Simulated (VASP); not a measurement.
These are PBEsol GGA, VASP's PBE PAW potentials (set 64) (plane waves; VASP) values and carry that method's errors.

VASP input:

POSCAR:
```
W
1
   -1.5786055057     1.5786055057     1.5786055057
    1.5786055057    -1.5786055057     1.5786055057
    1.5786055057     1.5786055057    -1.5786055057
W
1
Direct
  0.0000000000   0.0000000000   0.0000000000
```

**INCAR**
```
! general
SYSTEM  = W
PREC    = Normal
ENCUT   = 400
LREAL   = F
LASPH   = T

! electronic loop
EDIFF   = 1E-5
NELM    = 100
NELMIN  = 4
ALGO    = Fast
LMAXMIX = 6

! smearing
ISMEAR  = 1
SIGMA   = 0.1

! functional
GGA     = PS

! ions
IBRION  = 2
NSW     = 20
ISIF    = 2
EDIFFG  = -0.03

! output
LWAVE   = F
LCHARG  = F
```

File KPOINTS:
```
Automatic mesh
0
gamma
18 18 18
```

POTCAR, in this order: W_sv (PBE.64 set). Program: vasp_std.

Output of the run:

**OSZICAR**
```
       N       E                     dE             d eps       ncg     rms          rms(c)
DAV:   1     0.643103067118E+02    0.64310E+02   -0.68083E+03  4304   0.122E+03
DAV:   2    -0.131652883560E+02   -0.77476E+02   -0.74822E+02  4611   0.296E+02
DAV:   3    -0.144806161493E+02   -0.13153E+01   -0.13020E+01  4922   0.390E+01
DAV:   4    -0.144867843245E+02   -0.61682E-02   -0.61677E-02  4608   0.293E+00
DAV:   5    -0.144868314215E+02   -0.47097E-04   -0.47097E-04  4829   0.255E-01    0.219E+01
RMM:   6    -0.139441881068E+02    0.54264E+00   -0.58472E-01  4294   0.794E+00    0.906E+00
RMM:   7    -0.138036400731E+02    0.14055E+00   -0.44051E-01  4300   0.661E+00    0.778E-01
RMM:   8    -0.137999479209E+02    0.36922E-02   -0.16169E-02  4396   0.143E+00    0.184E-01
RMM:   9    -0.138000046046E+02   -0.56684E-04   -0.26934E-03  4306   0.635E-01    0.611E-02
RMM:  10    -0.138000348181E+02   -0.30213E-04   -0.30368E-04  4513   0.249E-01    0.212E-02
RMM:  11    -0.138000354492E+02   -0.63107E-06   -0.89851E-05  3826   0.132E-01
   1 F= -.13800035E+02 E0= -.13799917E+02  d E =-.138000E+02
```

**OUTCAR**
```
------------------------ aborting loop because EDIFF is reached ----------------------------------------
  FORCE on cell =-STRESS in cart. coord.  units (eV):
  Direction    XX          YY          ZZ          XY          YZ          ZX
  --------------------------------------------------------------------------------------
  Total       -0.0051993     -0.0051993     -0.0051993     -0.0000000     -0.0000000      0.0000000
  in kB       -0.5293842     -0.5293842     -0.5293842     -0.0000000     -0.0000000      0.0000000
  external PRESSURE =      -0.5293842 kB  Pullay stress =       0.0000000 kB
  volume of cell :       15.74
      direct lattice vectors                 reciprocal lattice vectors
    -1.578605506  1.578605506  1.578605506     0.000000000  0.316735244  0.316735244
     1.578605506 -1.578605506  1.578605506     0.316735244  0.000000000  0.316735244
     1.578605506  1.578605506 -1.578605506     0.316735244  0.316735244  0.000000000
 POSITION                                       TOTAL-FORCE (eV/Angst)
 -----------------------------------------------------------------------------------
      0.00000      0.00000      0.00000        -0.000000      0.000000     -0.000000
 -----------------------------------------------------------------------------------
    total drift:                               -0.000000     -0.000000      0.000000
  FREE ENERGIE OF THE ION-ELECTRON SYSTEM (eV)
  ---------------------------------------------------
  free  energy   TOTEN  =       -13.8000354492 eV

  energy  without entropy=      -13.7996806747  energy(sigma->0) =      -13.79991719

 reached required accuracy - stopping structural energy minimisation
```
(Selected blocks of OUTCAR.)

The compound is W in the bcc structure. It was relaxed first.
